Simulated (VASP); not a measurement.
TaC (relaxed from the CrB structure, space group Cmcm): computed properties

These are PBEsol GGA, VASP's PBE PAW potentials (set 64) (plane waves; VASP) values and carry that method's errors.

For TaC, the space group comes out as Cmcm (63). The cell comes out as a = 2.905 Å, b = 8.067 Å, c = 3.702 Å, α = β = γ = 90.00°. The volume per atom is 10.85 Å³/atom and the band gap (over mesh and band path) is none (metal, semimetal or under 0.01 eV). The density is 14.77 g/cm³.

```
CELL_PARAMETERS angstrom
      1.45258    -4.03372     0.00000
      1.45258     4.03372     0.00000
      0.00000     0.00000     3.70225
ATOMIC_POSITIONS crystal
  C  0.59899 0.40101 0.25000
  C  0.40101 0.59899 0.75000
  Ta 0.87300 0.12700 0.25000
  Ta 0.12700 0.87300 0.75000
```

Unless said otherwise, spin-orbit coupling is left out, though it shifts the bands of the heavy elements here.

The structure was generated: TaC was put into the CrB type (Cmcm), which need not be its known phase. It was relaxed first. Symmetry was kept, so distortions that lower it aren't found.
